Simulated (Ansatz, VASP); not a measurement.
One calculation of GaB4, two programs

```xyz
5
Lattice="3.7173 0.0000 0.0000 0.0000 3.7173 0.0000 0.0000 0.0000 3.7173" Properties=species:S:1:pos:R:3 pbc="T T T"
Ga    0.0000    0.0000    0.0000
B     1.2426    1.2426    1.2426
B     2.4747    2.4747    1.2426
B     1.2426    2.4747    2.4747
B     2.4747    1.2426    2.4747
```

Change from the starting cell: species swapped into the SnI4 type (P-43m, No. 215).

Alike in both runs: task relaxation of cell and atoms; functional PBE; k mesh 6 × 6 × 6; occupations gaussian, width 0.1 eV; no spin polarisation.

```csv
,VASP,Ansatz
version,VASP 6.6.1,Ansatz 0.2.0
potentials or method,"VASP PAW PBE potentials, release 64 (Ga_d, B)","scalar-relativistic, plane waves, PAW"
plane-wave cutoff (eV),600,420
valence electrons in the cell,25,25
```

VASP gave:

| Quantity | Value |
| --- | --- |
| gap on the k mesh at the Fermi level, each at its own relaxed structure (eV) | none |
| relaxed volume (Å³/atom) | 10.35 |
| relaxed cell length with the largest relative difference (Å) | 3.726 |

Problem. What did Ansatz give for the same quantities?

Solution. gap on the k mesh at the Fermi level, each at its own relaxed structure (eV): none; relaxed volume (Å³/atom): 10.38; relaxed cell length with the largest relative difference (Å): 3.730.

A gap of «none» marks a metal or a gap that the smearing closes.
